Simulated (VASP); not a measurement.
An input for Ansatz (written as the equivalent of a VASP run, and not itself run):

Ansatz 0.2 input:
```yaml
crystal:
  lattice:
    - [0.0000000, 3.2946000, 3.2946000]
    - [3.2946000, 0.0000000, 3.2946000]
    - [3.2946000, 3.2946000, 0.0000000]
  atoms:
    - { symbol: Hg, position: [0.0000000, 0.0000000, 0.0000000] }
    - { symbol: Te, position: [0.2500000, 0.2500000, 0.2500000] }
kpoints:
  mp_grid: { grid: [6, 6, 6] }
hamiltonian:
  xc: pbe
  dispersion: d3bj
  pseudopotentials: { kind: paw }
scf:
  occupations: { method: gaussian, width: 0.05 }
  max_iter: 100
output: { forces: true, stress: true, eigenvalues: true }
```

Task: Write the VASP files for the same calculation (PBE-D3(BJ)).

Result: Several could match; the one computed here: 
### KPOINTS
```
kpoints
0
Gamma
  6 6 6
0 0 0
```

**POSCAR**
```
HgTe
6.58920
  0.0000000000   0.5000000000   0.5000000000
  0.5000000000   0.0000000000   0.5000000000
  0.5000000000   0.5000000000   0.0000000000
Hg Te
1 1
Cart
  0.0000000000   0.0000000000   0.0000000000
  0.2500000000   0.2500000000   0.2500000000
```

### INCAR
```
ALGO=Normal
EDIFF=1E-6
ENCUT=400
GGA=PE
ISIF=2
ISMEAR=0
IVDW=12
LASPH=.True.
LCHARG=.False.
LMAXMIX=6
LREAL=.False.
LWAVE=.False.
NELM=100
PREC=Accurate
SIGMA=0.05
SYSTEM=HgTe
```

POTCAR, in this order: Hg Te (PBE.64 set). Program: vasp_std.

Limits of the translation: each code has its own PAW files, so the cut-off isn't converted (ENCUT is set for VASP's; basis.ecutwfc is left out, and Ansatz then takes the one that its files recommend); Ansatz stops its SCF on the density residual and VASP on the energy change (EDIFF).

The compound is HgTe in the zinc blende structure. The cell was not relaxed at this level. The run is one of a series of settings (IVDW = 12 against the base run), some of them coarse on purpose.
